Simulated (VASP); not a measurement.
All values below come from PBE GGA, VASP's PBE PAW potentials (set 64) (plane waves; VASP).

Input for VASP

### POSCAR
```
SnO2
1
    4.8327156444    -0.0000000000     0.0000000000
   -0.0000000000     4.8327156444     0.0000000000
    0.0000000000     0.0000000000     3.2408272069
Sn O
2 4
Direct
  0.0000000000   0.0000000000   0.0000000000
  0.5000000000   0.5000000000   0.5000000000
  0.3065850002   0.3065850002   0.0000000000
  0.8065850002   0.1934149998   0.5000000000
  0.1934149998   0.8065850002   0.5000000000
  0.6934149998   0.6934149998   1.0000000000
```

File KPOINTS:
```
k-points along high-symmetry lines
10
Line-mode
Reciprocal
  0.000000   0.000000   0.000000 ! GAMMA
  0.000000   0.500000   0.000000 ! X

  0.000000   0.500000   0.000000 ! X
  0.500000   0.500000   0.000000 ! M

  0.500000   0.500000   0.000000 ! M
  0.000000   0.000000   0.000000 ! GAMMA

  0.000000   0.000000   0.000000 ! GAMMA
  0.000000   0.000000   0.500000 ! Z

  0.000000   0.000000   0.500000 ! Z
  0.000000   0.500000   0.500000 ! R

  0.000000   0.500000   0.500000 ! R
  0.500000   0.500000   0.500000 ! A

  0.500000   0.500000   0.500000 ! A
  0.000000   0.000000   0.500000 ! Z

  0.000000   0.500000   0.000000 ! X
  0.000000   0.500000   0.500000 ! R

  0.500000   0.500000   0.000000 ! M
  0.500000   0.500000   0.500000 ! A
```

INCAR:
```
SYSTEM = SnO2
PREC = Accurate
ENCUT = 520
EDIFF = 1E-7
NELM = 100
ALGO = Normal
LREAL = .FALSE.
LASPH = .TRUE.
ISMEAR = 0
SIGMA = 0.05
GGA = PE
LMAXMIX = 4
LWAVE = .FALSE.
LCHARG = .FALSE.
LORBIT = 11
ICHARG = 11
```

POTCAR, in this order: Sn_d O (PBE.64 set). Program: vasp_std. Read from the step before: CHGCAR.

The resulting files:

File OUTCAR:
```
 ion  position               nearest neighbor table
   1  0.000  0.000  0.000-   4 2.09   5 2.09   4 2.09   5 2.09   3 2.10   6 2.10
   2  0.500  0.500  0.500-   3 2.09   6 2.09   3 2.09   6 2.09   5 2.10   4 2.10
   3  0.307  0.307  0.000-   2 2.09   2 2.09   1 2.10
   4  0.807  0.193  0.500-   1 2.09   1 2.09   2 2.10
   5  0.193  0.807  0.500-   1 2.09   1 2.09   2 2.10
   6  0.693  0.693  0.000-   2 2.09   2 2.09   1 2.10
  LATTYP: Found a simple tetragonal cell.
 ALAT       =     4.8327156444
 C/A-ratio  =     0.6706016752
 Subroutine PRICEL returns:
 Original cell was already a primitive cell.
 Subroutine GETGRP returns: Found 16 space group operations
The static configuration has the point symmetry D_2h.
 The point group associated with its full space group is D_4h.
The dynamic configuration has the point symmetry D_2h.
 Subroutine INISYM returns: Found 16 space group operations
   k-points           NKPTS =     90   k-points in BZ     NKDIM =     90   number of bands    NBANDS=     31
   number of dos      NEDOS =    301   number of ions     NIONS =      6
   total plane-waves  NPLWV =  31104
   dimension x,y,z NGX =    36 NGY =   36 NGZ =   24
   dimension x,y,z NGXF=    72 NGYF=   72 NGZF=   48
   ions per type =               2   4
   PREC   = accura    normal or accurate (medium, high low for compatibility)
   ISTART =      0    job   : 0-new  1-cont  2-samecut
   ICHARG =     11    charge: 1-file 2-atom 10-const
   ISPIN  =      1    spin polarized calculation?
   LNONCOLLINEAR =      F non collinear calculations
   LSORBIT =      F    spin-orbit coupling
   INIWAV =      1    electr: 0-lowe 1-rand  2-diag
   ENCUT  =  520.0 eV  38.22 Ry    6.18 a.u.   8.99  8.99  6.03*2*pi/ulx,y,z
   NELM   =    100;   NELMIN=  2; NELMDL= -5     # of ELM steps
   EDIFF  = 0.1E-06   stopping-criterion for ELM
   LREAL  =      F    real-space projection
   NLSPLINE    = F    spline interpolate recip. space projectors
   LMAXMIX     =    4 max onsite mixed and CHGCAR
   VOSKOWN=      0    Vosko Wilk Nusair interpolation
   EDIFFG = 0.1E-05   stopping-criterion for IOM
   NSW    =      0    number of steps for IOM
   NBLOCK =      1;   KBLOCK =      1    inner block; outer block
   IBRION =     -1    ionic relax: 0-MD 1-quasi-New 2-CG
   NFREE  =      0    steps in history (QN), initial steepest desc. (CG)
   ISIF   =      2    stress and relaxation
   ISYM   =      2    0-nonsym 1-usesym 2-fastsym
   TEIN   =    0.0    initial temperature
   TEBEG  =    0.0;   TEEND  =   0.0 temperature during run
   SMASS  =  -3.00    Nose mass-parameter (am)
   PSTRESS=    0.0 pullay stress
   NELECT =      52.0000    total number of electrons
   EFERMI =   0.00;   METHOD = LEGACY
   ISMEAR =     0;   SIGMA  =   0.05  broadening in eV -4-tet -1-fermi 0-gaus
   IALGO  =     38    algorithm
   LDIAG  =      T    sub-space diagonalisation (order eigenvalues)
   IMIX   =      4    mixing-type and parameters
     AMIX     =   0.40;   BMIX     =  1.00
     AMIX_MAG =   1.60;   BMIX_MAG =  1.00
     AMIN     =   0.10
   GGA     = PE    functional components
   VOSKOWN =     0    Vosko Wilk Nusair interpolation
   LHFCALC =     F    Hartree Fock is set to
   LHFONE  =     F    Hartree Fock one center treatment
   AEXX    =    0.0000 exact exchange contribution
   IVDW    =     0    specifies the selected vdW correction
   LEPSILON=     F    determine dielectric tensor
   LRPA    =     F    only Hartree local field effects (RPA)
  energy-cutoff  :      520.00
  volume of cell :       75.69
      direct lattice vectors                 reciprocal lattice vectors
     4.832715644  0.000000000  0.000000000     0.206922996  0.000000000  0.000000000
     0.000000000  4.832715644  0.000000000     0.000000000  0.206922996  0.000000000
     0.000000000  0.000000000  3.240827207     0.000000000  0.000000000  0.308563196
 k-point     1 :   0.0000 0.0000 0.0000  plane waves:    1997
 k-point     2 :   0.0000 0.0556 0.0000  plane waves:    1990
 k-point     3 :   0.0000 0.1111 0.0000  plane waves:    2002
 k-point     4 :   0.0000 0.1667 0.0000  plane waves:    2008
...
```

### OSZICAR
```
       N       E                     dE             d eps       ncg     rms          rms(c)
DAV:   1     0.642153342176E+03    0.64215E+03   -0.26326E+04  6036   0.263E+03
DAV:   2     0.635938428877E+02   -0.57856E+03   -0.55956E+03  6045   0.699E+02
DAV:   3    -0.319812298814E+02   -0.95575E+02   -0.94029E+02  6562   0.224E+02
DAV:   4    -0.367710698880E+02   -0.47898E+01   -0.47669E+01  6521   0.562E+01
DAV:   5    -0.369255223771E+02   -0.15445E+00   -0.15440E+00  7466   0.991E+00
DAV:   6    -0.369307871421E+02   -0.52648E-02   -0.52645E-02  7255   0.157E+00
DAV:   7    -0.369310195238E+02   -0.23238E-03   -0.23238E-03  8070   0.275E-01
DAV:   8    -0.369310213560E+02   -0.18322E-05   -0.18321E-05  7312   0.258E-02
DAV:   9    -0.369310213877E+02   -0.31738E-07   -0.31708E-07  6053   0.376E-03
   1 F= -.36931021E+02 E0= -.36931021E+02  d E =-.460666E-11
```

OUTCAR:
```
 val. band max:        5.4976148844   @ k =   0.0000   0.0000   0.0000

 cond. band min:       6.1350143868   @ k =   0.0000   0.0000   0.0000



 k-point     1 :       0.0000    0.0000    0.0000
  band No.  band energies     occupation
      1     -15.5349      2.00000
      2     -14.8778      2.00000
      3     -14.6879      2.00000
      4     -14.6604      2.00000
      5     -14.6604      2.00000
      6     -14.5954      2.00000
      7     -14.5684      2.00000
      8     -14.5007      2.00000
      9     -14.4576      2.00000
     10     -14.4576      2.00000
     11     -13.1458      2.00000
     12     -11.4420      2.00000
     13     -11.4420      2.00000
     14      -9.9386      2.00000
     15      -2.4582      2.00000
     16       1.6061      2.00000
     17       1.6061      2.00000
     18       1.7305      2.00000
     19       2.6029      2.00000
     20       3.5076      2.00000
     21       3.5250      2.00000
     22       4.2406      2.00000
     23       4.2406      2.00000
     24       4.7588      2.00000
     25       4.7588      2.00000
     26       5.4976      2.00000
     27       6.1350      0.00000
     28      11.1595      0.00000
     29      11.5428      0.00000
     30      11.5428      0.00000
     31      15.6224      0.00000

 k-point     2 :       0.0000    0.0556    0.0000
  band No.  band energies     occupation
      1     -15.5308      2.00000
      2     -14.8822      2.00000
      3     -14.6878      2.00000
      4     -14.6603      2.00000
      5     -14.6603      2.00000
      6     -14.5991      2.00000
      7     -14.5678      2.00000
      8     -14.5011      2.00000
      9     -14.4578      2.00000
     10     -14.4578      2.00000
     11     -13.1365      2.00000
     12     -11.4614      2.00000
     13     -11.4264      2.00000
     14      -9.9439      2.00000
     15      -2.4379      2.00000
     16       1.5396      2.00000
     17       1.6199      2.00000
     18       1.7415      2.00000
...
```

The density is held fixed in this step, so its total energy and stress have no physical meaning. Unless said otherwise, spin-orbit coupling is left out, though it shifts the bands of the heavy elements here.

The compound is SnO2 in the rutile structure. It was relaxed first, which changed the volume by +6 %.
